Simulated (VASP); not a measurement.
Energy against volume of CuI (zinc blende). Computed with PBEsol GGA, VASP's PBE PAW potentials (set 64) (plane waves; VASP). Run with 520 eV cut-off, 8×8×8 Γ-centred mesh, Gaussian smearing of 0.050 eV, potentials Cu I.

| V (Å³/atom) | E (eV/atom) |
|---|---|
| 25.489 | -3.15659 |
| 26.277 | -3.16034 |
| 27.065 | -3.15685 |
| 27.853 | -3.14733 |

**Question.** Fit these four points and predict the energy of the run at 24.700 Å³/atom.

**Answer.** A cubic in V^(−2/3), the third-order Birch-Murnaghan form, passes through the four points with V0 = 26.27 Å³/atom and B0 = 49 GPa, and gives -3.1441 eV/atom there. The run gave -3.1441 eV/atom, -0.0 meV/atom from the fit; all five points give B0 = 49 GPa.

The compound is CuI in the zinc blende structure. It was relaxed first, which changed the volume by -5 %.
